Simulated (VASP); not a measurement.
# Mg(0001) over its thickness

How many layers does a slab of Mg(0001) need before surface energy, work function and relaxation settle?

Main program and level: VASP 6.6.1; PBE; plane waves and PAW (Mg).

This is a report of a sequence of runs, with most program output left out.

### Step 1. Starting point

The structure is hexagonal, space group P6_3/mmc (No. 194). The conventional cell has a = 3.210 Å, b = 3.210 Å, c = 5.213 Å, α = 90.00°, β = 90.00°, γ = 120.00°. Nearest to Mg lie 12 Mg at 3.20 to 3.21 Å.

### Step 2. The bulk reference, job relaxation, k-mesh 14×14×8

The bulk crystal is relaxed first, so that the slabs are cut at this functional's lattice.

INCAR reads:

```
SYSTEM = Mg
PREC = Accurate
ENCUT = 420
EDIFF = 1E-06
NELM = 120
ISMEAR = 1
SIGMA = 0.15
LREAL = .FALSE.
ALGO = Normal
GGA = PE
NBANDS = 8
LORBIT = 11
LWAVE = .FALSE.
LCHARG = .FALSE.
KPAR = 4
IBRION = 2
NSW = 30
ISIF = 3
EDIFFG = -0.01
POTIM = 0.4
```

POSCAR reads:

```
Mg
1.0
    3.2100000000      0.0000000000      0.0000000000
   -1.6050000000      2.7799415461      0.0000000000
    0.0000000000      0.0000000000      5.2130400000
Mg
2
Direct
    0.0000000000      0.0000000000      0.0000000000
    0.3333333333      0.6666666667      0.5000000000
```

KPOINTS reads:

```
Automatic mesh
0
Gamma
14 14 8
0 0 0
```

The projector-augmented-wave data sets are Mg (PBE family, release 64).

On the command line:

```bash
mpirun -np 4 vasp_std
```

Elapsed: 29 s, on 4 MPI ranks of AMD EPYC 7571, shared host; peak memory 0.57 GiB; 1.9 min of CPU time.

The run keeps the 24 symmetry operations of its start, so it cannot find a distortion of lower symmetry.

Relaxation path:

```tsv
step	energy less that of the first step (eV)	largest force (eV/Å)	pressure (GPa)	volume (Å³)
1	0.0000	0.0000	-0.61	46.52
2	-0.0013	0.0000	-0.25	46.04
3	-0.0016	0.0000	0.00	45.72
4	-0.0016	0.0000	0.01	45.71
5	-0.0016	0.0000	0.01	45.71
6	-0.0016	0.0000	0.01	45.72
```

```tsv
conventional cell, symmetrised	before	after	change
a (Å)	3.210	3.186	-0.7 %
b (Å)	3.210	3.186	-0.7 %
c (Å)	5.213	5.201	-0.2 %
volume (Å³/atom)	23.26	22.86	-1.7 %
```

Final coordinates:

```xyz
2
Lattice="3.1861 0.0000 0.0000 -1.5930 2.7592 0.0000 0.0000 0.0000 5.2008" Properties=species:S:1:pos:R:3 pbc="T T T"
Mg    0.0000    0.0000    0.0000
Mg    0.0000    1.8395    2.6004
```

Numbers from this step:

- electronic cycles: 24
- electrons: 4
- free energy (TOTEN): -3.018 eV
- energy at zero smearing: -3.018 eV
- Fermi energy: 2.673 eV
- metallic: yes

The run ended after 6 ionic steps, 0.002 eV below its first step, once forces and stress met EDIFFG = -0.01.

Energy at zero smearing: -3.01783 eV.

### Step 3. The bulk reference, job self-consistent run, k-mesh 17×17×9

INCAR reads:

```
SYSTEM = Mg
PREC = Normal
ENCUT = 320
EDIFF = 1E-06
NELM = 120
ISMEAR = 1
SIGMA = 0.15
LREAL = .FALSE.
ALGO = Fast
GGA = PE
NBANDS = 8
LORBIT = 11
LWAVE = .FALSE.
LCHARG = .FALSE.
KPAR = 4
```

POSCAR reads:

```
Mg
1.0
    3.1860766385      0.0000000000      0.0000000000
   -1.5930383193      2.7592233073      0.0000000000
    0.0000000000      0.0000000000      5.2007605250
Mg
2
Direct
    0.0000000000      0.0000000000      0.0000000000
    0.3333333333      0.6666666667      0.5000000000
```

KPOINTS reads:

```
Automatic mesh
0
Gamma
17 17 9
0 0 0
```

On the command line:

```bash
mpirun -np 4 vasp_std
```

Wall time 5 s (4 MPI ranks); peak memory 0.42 GiB; 17 s of CPU time.

Numbers from this step:

* electronic cycles: 9
* free energy (TOTEN): -3.014 eV
* energy at zero smearing: -3.015 eV
* Fermi energy: 2.691 eV

Energy at zero smearing: -3.01471 eV.

The run ends at a pressure of 0.03 GPa.

### Step 4. Relaxing the slab, layers 4

System of this step: Mg(0001). The cell holds 4 atoms: 4 Mg. Its edges and angles: a = 3.186 Å, b = 3.186 Å, c = 22.801 Å, α = 90.0°, β = 90.0°, γ = 60.0°. It derives from Mg. 4 layers of hcp Mg, cut at this functional's lattice. Vacuum lies along c.

All atoms relax at the fixed cell.

INCAR, as its differences from that of step 3:

```diff
@@ -10,3 +10,3 @@
 GGA = PE
-NBANDS = 8
+NBANDS = 10
 LORBIT = 11
@@ -15 +15,7 @@
 KPAR = 4
+IBRION = 2
+NSW = 50
+ISIF = 2
+EDIFFG = -0.01
+POTIM = 0.4
+MAXMIX = 40
```

POSCAR reads:

```
Mg
1.0
    3.1860766385      0.0000000000      0.0000000000
    1.5930383192      2.7592233073      0.0000000000
    0.0000000000      0.0000000000     22.8011407875
Mg
4
Direct
    0.6666666700      0.6666666700      0.3289309100
    0.0000000000      0.0000000000      0.4429769700
    0.6666666700      0.6666666700      0.5570230300
    0.0000000000      0.0000000000      0.6710690900
```

KPOINTS reads:

```
Automatic mesh
0
Gamma
12 12 1
0 0 0
```

On the command line:

```bash
mpirun -np 4 vasp_std
```

Wall time 24 s (4 MPI ranks); peak memory 0.56 GiB.

The run keeps the 12 symmetry operations of its start, so it cannot find a distortion of lower symmetry.

Relaxation path:

```tsv
step	energy less that of the first step (eV)	largest force (eV/Å)
1	0.0000	0.0925
2	-0.0008	0.0850
3	-0.0025	0.0635
4	-0.0036	0.0680
5	-0.0045	0.0584
6	-0.0062	0.0328
7	-0.0054	0.0299
8	-0.0066	0.0167
9	-0.0067	0.0027
```

The atoms that moved most (Å):

```tsv
atom	dx	dy	dz	length
Mg1	0.000	0.000	-0.082	0.082
Mg4	0.000	0.000	0.082	0.082
Mg3	0.000	0.000	0.014	0.014
Mg2	0.000	0.000	-0.014	0.014
```

Final coordinates:

```xyz
4
Lattice="3.1861 0.0000 0.0000 1.5930 2.7592 0.0000 0.0000 0.0000 22.8011" Properties=species:S:1:pos:R:3
Mg    3.1861    1.8395    7.4183
Mg    0.0000    0.0000   10.0862
Mg    3.1861    1.8395   12.7149
Mg    0.0000    0.0000   15.3829
```

Numbers from this step:

| Quantity | Value |
| --- | --- |
| electronic cycles | 57 |
| electrons | 8 |
| free energy (TOTEN) | -5.408 eV |
| energy at zero smearing | -5.410 eV |
| Fermi energy | -0.7913 eV |

The run ended after 9 ionic steps, 0.007 eV below its first step, once the forces on the free atoms met EDIFFG = -0.01.

### Step 5. The vacuum level, layers 4

A static run writes the electrostatic potential without exchange and correlation (LVHAR), which is flat in the vacuum and gives the level to count from. The dipole correction cancels the field that unlike faces would set up across the vacuum.

INCAR, as its differences from that of step 4:

```diff
@@ -15,7 +15,6 @@
 KPAR = 4
-IBRION = 2
-NSW = 50
-ISIF = 2
-EDIFFG = -0.01
-POTIM = 0.4
-MAXMIX = 40
+IDIPOL = 3
+LDIPOL = .TRUE.
+DIPOL = 0.5 0.5 0.5
+LVHAR = .TRUE.
+LVACPOTAV = .TRUE.
```

POSCAR reads:

```
Mg
1.0
    3.1860766385      0.0000000000      0.0000000000
    1.5930383192      2.7592233073      0.0000000000
    0.0000000000      0.0000000000     22.8011407875
Mg
4
Direct
    0.6666666700      0.6666666700      0.3253460491
    0.0000000000      0.0000000000      0.4423570666
    0.6666666700      0.6666666700      0.5576429334
    0.0000000000      0.0000000000      0.6746539509
```

KPOINTS is that of step 4.

On the command line:

```bash
mpirun -np 4 vasp_std
```

Wall time 7.6 s (4 MPI ranks); peak memory 0.48 GiB; 27 s of CPU time.

This step gave:

```
electronic cycles                          : 17
Fermi energy                               : -0.792 eV
dipole moment                              : 0, 0, 0 e·Å
vacuum levels                              : 3.016, 3.016 eV
work functions of the upper and lower face : 3.808, 3.808 eV
```

The planar average of the electrostatic potential oscillates, so the rows of the table below give means over windows of 1 Å about each position, cut where the curve ends. Its maxima inside the range that stand out by 2 % of the span (Å: eV): 8.8: 1.14, 11.4: 1.06, 14.0: 1.14. Its minima: 7.4: -6.50, 10.0: -6.34, 12.8: -6.34, 15.4: -6.50.

Zero at the Fermi level. The planar average of the electrostatic potential by height; means over each step:

```tsv
height (Å)	planar average of the electrostatic potential (eV)
0	3.81
1	3.81
2	3.81
3	3.81
4	3.79
5	3.59
6	2.02
7	-4.25
8	-3.09
9	-0.00419
10	-5.41
11	-0.859
12	-2.11
13	-4.78
14	0.441
15	-4.39
16	-2.89
17	2.61
18	3.67
19	3.79
20	3.81
21	3.81
22	3.81
```

The vacuum level lies 3.81 eV above the Fermi level at the upper face; both faces agree, as the slab has next to no dipole.

The program found no field-free point at its default tolerance, but its printed level agrees with the flat part of the planar average.

### Step 6. Relaxing the slab, layers 5

System of this step: Mg(0001). The cell holds 5 atoms: 5 Mg. Its edges and angles: a = 3.186 Å, b = 3.186 Å, c = 25.402 Å, α = 90.0°, β = 90.0°, γ = 60.0°. It derives from Mg. 5 layers of hcp Mg, cut at this functional's lattice. Vacuum lies along c.

INCAR reads:

```
SYSTEM = Mg
PREC = Normal
ENCUT = 320
EDIFF = 1E-06
NELM = 120
ISMEAR = 1
SIGMA = 0.15
LREAL = .FALSE.
ALGO = Fast
GGA = PE
NBANDS = 11
LORBIT = 11
LWAVE = .FALSE.
LCHARG = .FALSE.
KPAR = 4
IBRION = 2
NSW = 50
ISIF = 2
EDIFFG = -0.01
POTIM = 0.4
MAXMIX = 40
```

POSCAR reads:

```
Mg
1.0
    3.1860766385      0.0000000000      0.0000000000
    1.5930383192      2.7592233073      0.0000000000
    0.0000000000      0.0000000000     25.4015210500
Mg
5
Direct
    0.0000000000      0.0000000000      0.2952579100
    0.6666666700      0.6666666700      0.3976289500
    0.0000000000      0.0000000000      0.5000000000
    0.6666666700      0.6666666700      0.6023710500
    0.0000000000      0.0000000000      0.7047420900
```

KPOINTS is that of step 5.

On the command line:

```bash
mpirun -np 4 vasp_std
```

The job ended after 29 s (4 MPI ranks; peak memory 0.61 GiB; 1.8 min of CPU time).

The steps of the relaxation:

```tsv
step	energy less that of the first step (eV)	largest force (eV/Å)
1	0.0000	0.0836
2	-0.0008	0.0762
3	-0.0027	0.0545
4	-0.0037	0.0423
5	-0.0037	0.0277
6	-0.0040	0.0264
7	-0.0046	0.0227
8	-0.0055	0.0123
9	-0.0058	0.0059
```

The atoms that moved most (Å):

```tsv
atom	dx	dy	dz	length
Mg1	0.000	0.000	-0.095	0.095
Mg5	0.000	0.000	0.095	0.095
Mg4	0.000	0.000	0.022	0.022
Mg2	0.000	0.000	-0.022	0.022
```

Final coordinates:

```xyz
5
Lattice="3.1861 0.0000 0.0000 1.5930 2.7592 0.0000 0.0000 0.0000 25.4015" Properties=species:S:1:pos:R:3
Mg    0.0000    0.0000    7.4052
Mg    3.1861    1.8395   10.0781
Mg    0.0000    0.0000   12.7008
Mg    3.1861    1.8395   15.3234
Mg    0.0000    0.0000   17.9963
```

The run ended after 9 ionic steps, 0.006 eV below its first step, once the forces on the free atoms met EDIFFG = -0.01.

### Step 7. The vacuum level, layers 5

INCAR, as its differences from that of step 6:

```diff
@@ -15,7 +15,6 @@
 KPAR = 4
-IBRION = 2
-NSW = 50
-ISIF = 2
-EDIFFG = -0.01
-POTIM = 0.4
-MAXMIX = 40
+IDIPOL = 3
+LDIPOL = .TRUE.
+DIPOL = 0.5 0.5 0.5
+LVHAR = .TRUE.
+LVACPOTAV = .TRUE.
```

POSCAR reads:

```
Mg
1.0
    3.1860766385      0.0000000000      0.0000000000
    1.5930383192      2.7592233073      0.0000000000
    0.0000000000      0.0000000000     25.4015210500
Mg
5
Direct
    0.0000000000      0.0000000000      0.2915274499
    0.6666666700      0.6666666700      0.3967520636
    0.0000000000      0.0000000000      0.5000000000
    0.6666666700      0.6666666700      0.6032479364
    0.0000000000      0.0000000000      0.7084725501
```

KPOINTS is that of step 6.

On the command line:

```bash
mpirun -np 4 vasp_std
```

The job ended after 9.8 s (4 MPI ranks; peak memory 0.52 GiB; 35 s of CPU time).

The planar average of the electrostatic potential oscillates, so the rows of the table below give means over windows of 2.61 Å about each position, cut where the curve ends. Its maxima inside the range that stand out by 2 % of the span (Å: eV): 8.7: 1.14, 11.3: 1.02, 14.1: 1.02, 16.7: 1.14. Its minima: 7.4: -6.46, 10.1: -6.46, 12.7: -6.39, 15.3: -6.46, 18.0: -6.46.

Zero at the Fermi level. Table of planar average of the electrostatic potential by height; means over each step:

height (Å), planar average of the electrostatic potential (eV) and a bar from the least value:
```
     1.30       3.77 ##############################
     3.92       3.72 ##############################
     6.53      -1.25 ######
     9.14      -2.45 #
    11.75      -2.55 
    14.36      -2.57 
    16.97      -2.44 #
    19.58       1.31 ##################
    22.19       3.76 ##############################
    24.80       3.77 ##############################
```

The vacuum level lies 3.77 eV above the Fermi level at the upper face; both faces agree, as the slab has next to no dipole.

The program found no field-free point at its default tolerance, but its printed level agrees with the flat part of the planar average.

### Step 8. Relaxing the slab, layers 6

System of this step: Mg(0001). The cell holds 6 atoms: 6 Mg. Its edges and angles: a = 3.186 Å, b = 3.186 Å, c = 28.002 Å, α = 90.0°, β = 90.0°, γ = 60.0°. It derives from Mg. 6 layers of hcp Mg, cut at this functional's lattice. Vacuum lies along c.

INCAR reads:

```
SYSTEM = Mg
PREC = Normal
ENCUT = 320
EDIFF = 1E-06
NELM = 120
ISMEAR = 1
SIGMA = 0.15
LREAL = .FALSE.
ALGO = Fast
GGA = PE
NBANDS = 12
LORBIT = 11
LWAVE = .FALSE.
LCHARG = .FALSE.
KPAR = 4
IBRION = 2
NSW = 50
ISIF = 2
EDIFFG = -0.01
POTIM = 0.4
MAXMIX = 40
```

POSCAR reads:

```
Mg
1.0
    3.1860766385      0.0000000000      0.0000000000
    1.5930383192      2.7592233073      0.0000000000
    0.0000000000      0.0000000000     28.0019013125
Mg
6
Direct
    0.6666666700      0.6666666700      0.2678389600
    0.0000000000      0.0000000000      0.3607033700
    0.6666666700      0.6666666700      0.4535677900
    0.0000000000      0.0000000000      0.5464322100
    0.6666666700      0.6666666700      0.6392966300
    0.0000000000      0.0000000000      0.7321610400
```

KPOINTS is that of step 7.

On the command line:

```bash
mpirun -np 4 vasp_std
```

It took 28 s on 4 MPI ranks; peak memory 0.65 GiB.

Step by step:

```tsv
step	energy less that of the first step (eV)	largest force (eV/Å)
1	0.0000	0.0769
2	-0.0006	0.0669
3	-0.0018	0.0370
4	-0.0021	0.0453
5	-0.0023	0.0333
6	-0.0025	0.0231
7	-0.0026	0.0033
```

The atoms that moved most (Å):

```tsv
atom	dx	dy	dz	length
Mg5	0.000	0.000	-0.026	0.026
Mg2	0.000	0.000	0.026	0.026
Mg6	0.000	0.000	0.015	0.015
Mg1	0.000	0.000	-0.015	0.015
Mg3	0.000	0.000	0.009	0.009
Mg4	0.000	0.000	-0.009	0.009
```

Final coordinates:

```
Mg
1.0
     3.18608    0.00000    0.00000
     1.59304    2.75922    0.00000
     0.00000    0.00000   28.00190
Mg
6
Cartesian
  3.1861 1.8395 7.4848
  0.0000 0.0000 10.1266
  3.1861 1.8395 12.7093
  0.0000 0.0000 15.2926
  3.1861 1.8395 17.8753
  0.0000 0.0000 20.5171
```

The run ended after 7 ionic steps, 0.003 eV below its first step, once the forces on the free atoms met EDIFFG = -0.01.

### Step 9. The vacuum level, layers 6

INCAR, as its differences from that of step 8:

```diff
@@ -15,7 +15,6 @@
 KPAR = 4
-IBRION = 2
-NSW = 50
-ISIF = 2
-EDIFFG = -0.01
-POTIM = 0.4
-MAXMIX = 40
+IDIPOL = 3
+LDIPOL = .TRUE.
+DIPOL = 0.5 0.5 0.5
+LVHAR = .TRUE.
+LVACPOTAV = .TRUE.
```

POSCAR reads:

```
Mg
1.0
    3.1860766385      0.0000000000      0.0000000000
    1.5930383192      2.7592233073      0.0000000000
    0.0000000000      0.0000000000     28.0019013125
Mg
6
Direct
    0.6666666700      0.6666666700      0.2672944414
    0.0000000000      0.0000000000      0.3616392176
    0.6666666700      0.6666666700      0.4538719122
    0.0000000000      0.0000000000      0.5461280878
    0.6666666700      0.6666666700      0.6383607824
    0.0000000000      0.0000000000      0.7327055586
```

KPOINTS is that of step 8.

On the command line:

```bash
mpirun -np 4 vasp_std
```

Run time: 12 s. Hardware: 4 MPI ranks; peak memory 0.55 GiB.

The planar average of the electrostatic potential oscillates, so the rows of the table below give means over windows of 2.61 Å about each position, cut where the curve ends. Its maxima inside the range that stand out by 2 % of the span (Å: eV): 8.8: 1.05, 11.4: 0.927, 14.0: 0.924, 16.6: 0.927, 19.2: 1.05. Its minima: 7.4: -6.43, 10.1: -6.43, 12.7: -6.44, 15.3: -6.44, 17.9: -6.43, 20.6: -6.43.

Zero at the Fermi level. Planar average of the electrostatic potential against height; means over each step:

```tsv
height (Å)	planar average of the electrostatic potential (eV)
1.30	3.71
3.92	3.67
6.53	-1.01
9.14	-2.52
11.75	-2.68
14.36	-2.69
16.97	-2.67
19.58	-2.53
22.19	1.59
24.80	3.71
27.41	3.71
```

The vacuum level lies 3.71 eV above the Fermi level at the upper face; both faces agree, as the slab has next to no dipole.

The program found no field-free point at its default tolerance, but its printed level agrees with the flat part of the planar average.

### Step 10. Surface relaxation, layers 7

System of this step: Mg(0001). The cell holds 7 atoms: 7 Mg. Cell: a = 3.186 Å, b = 3.186 Å, c = 30.602 Å, α = 90.0°, β = 90.0°, γ = 60.0°. It derives from Mg. 7 layers of hcp Mg, cut at this functional's lattice. Vacuum lies along c.

INCAR reads:

```
SYSTEM = Mg
PREC = Normal
ENCUT = 320
EDIFF = 1E-06
NELM = 120
ISMEAR = 1
SIGMA = 0.15
LREAL = .FALSE.
ALGO = Fast
GGA = PE
NBANDS = 14
LORBIT = 11
LWAVE = .FALSE.
LCHARG = .FALSE.
KPAR = 4
IBRION = 2
NSW = 50
ISIF = 2
EDIFFG = -0.01
POTIM = 0.4
MAXMIX = 40
```

POSCAR reads:

```
Mg
1.0
    3.1860766385      0.0000000000      0.0000000000
    1.5930383192      2.7592233073      0.0000000000
    0.0000000000      0.0000000000     30.6022815750
Mg
7
Direct
    0.0000000000      0.0000000000      0.2450797700
    0.6666666700      0.6666666700      0.3300531800
    0.0000000000      0.0000000000      0.4150265900
    0.6666666700      0.6666666700      0.5000000000
    0.0000000000      0.0000000000      0.5849734100
    0.6666666700      0.6666666700      0.6699468200
    0.0000000000      0.0000000000      0.7549202300
```

KPOINTS is that of step 9.

On the command line:

```bash
mpirun -np 4 vasp_std
```

It took 62 s on 4 MPI ranks; peak memory 0.63 GiB.

The steps of the relaxation:

```tsv
step	energy less that of the first step (eV)	largest force (eV/Å)
1	0.0000	0.0638
2	-0.0003	0.0573
3	-0.0010	0.0381
4	-0.0017	0.0350
5	-0.0021	0.0275
6	-0.0030	0.0259
7	-0.0033	0.0403
8	-0.0034	0.0264
9	-0.0039	0.0214
10	-0.0048	0.0071
```

The atoms that moved most (Å):

```tsv
atom	dx	dy	dz	length
Mg6	0.000	0.000	-0.075	0.075
Mg2	0.000	0.000	0.075	0.075
Mg7	0.000	0.000	-0.058	0.058
Mg1	0.000	0.000	0.058	0.058
Mg3	0.000	0.000	0.039	0.039
Mg5	0.000	0.000	-0.039	0.039
```

The relaxed structure:

```xyz
7
Lattice="3.1861 0.0000 0.0000 1.5930 2.7592 0.0000 0.0000 0.0000 30.6023" Properties=species:S:1:pos:R:3
Mg    0.0000    0.0000    7.5585
Mg    3.1861    1.8395   10.1755
Mg    0.0000    0.0000   12.7397
Mg    3.1861    1.8395   15.3011
Mg    0.0000    0.0000   17.8626
Mg    3.1861    1.8395   20.4268
Mg    0.0000    0.0000   23.0438
```

The run ended after 10 ionic steps, 0.005 eV below its first step, once the forces on the free atoms met EDIFFG = -0.01.

### Step 11. The vacuum level, layers 7

INCAR, as its differences from that of step 10:

```diff
@@ -15,7 +15,6 @@
 KPAR = 4
-IBRION = 2
-NSW = 50
-ISIF = 2
-EDIFFG = -0.01
-POTIM = 0.4
-MAXMIX = 40
+IDIPOL = 3
+LDIPOL = .TRUE.
+DIPOL = 0.5 0.5 0.5
+LVHAR = .TRUE.
+LVACPOTAV = .TRUE.
```

POSCAR reads:

```
Mg
1.0
    3.1860766385      0.0000000000      0.0000000000
    1.5930383192      2.7592233073      0.0000000000
    0.0000000000      0.0000000000     30.6022815750
Mg
7
Direct
    0.0000000000      0.0000000000      0.2469908390
    0.6666666700      0.6666666700      0.3325074043
    0.0000000000      0.0000000000      0.4162999482
    0.6666666700      0.6666666700      0.5000000000
    0.0000000000      0.0000000000      0.5837000518
    0.6666666700      0.6666666700      0.6674925957
    0.0000000000      0.0000000000      0.7530091610
```

KPOINTS is that of step 10.

On the command line:

```bash
mpirun -np 4 vasp_std
```

Wall time 20 s (4 MPI ranks); peak memory 0.59 GiB; 75 s of CPU time.

The planar average of the electrostatic potential oscillates, so the rows of the table below give means over windows of 2.62 Å about each position, cut where the curve ends. Its maxima inside the range that stand out by 2 % of the span (Å: eV): 8.9: 0.990, 11.5: 0.870, 14.0: 0.846, 16.6: 0.846, 19.1: 0.870, 21.7: 0.990. Its minima: 7.5: -6.46, 10.2: -6.39, 12.8: -6.41, 15.3: -6.49, 17.8: -6.41, 20.4: -6.39, 23.1: -6.46.

Zero at the Fermi level. The planar average of the electrostatic potential by height; means over each step:

height (Å), planar average of the electrostatic potential (eV) and a bar from the least value:
```
     1.31       3.68 ##############################
     3.93       3.65 ##############################
     6.55      -0.87 #########
     9.17      -2.58 #
    11.79      -2.73 
    14.41      -2.77 
    17.03      -2.74 
    19.65      -2.69 
    22.27      -2.61 #
    24.89       2.10 #######################
    27.51       3.68 ##############################
    30.13       3.68 ##############################
```

The vacuum level lies 3.68 eV above the Fermi level at the upper face; both faces agree, as the slab has next to no dipole.

The program found no field-free point at its default tolerance, but its printed level agrees with the flat part of the planar average.

(Continued in part 2 of 3.)

[Lines on the potential files, build, host, timing and source positions are cut from VASP's logs without a mark.]

[Logs are printed without paths, hosts, clocks, repeated set-up lines and the standing remarks that a program may print on its own settings, such as how far it seeks lower states.]

[Hosts, paths, dates, database ids (printed as entryN), source tags and the programs' standing remarks are cut or masked in the printed files.]

[Runs that stopped without an error message from VASP are left out.]
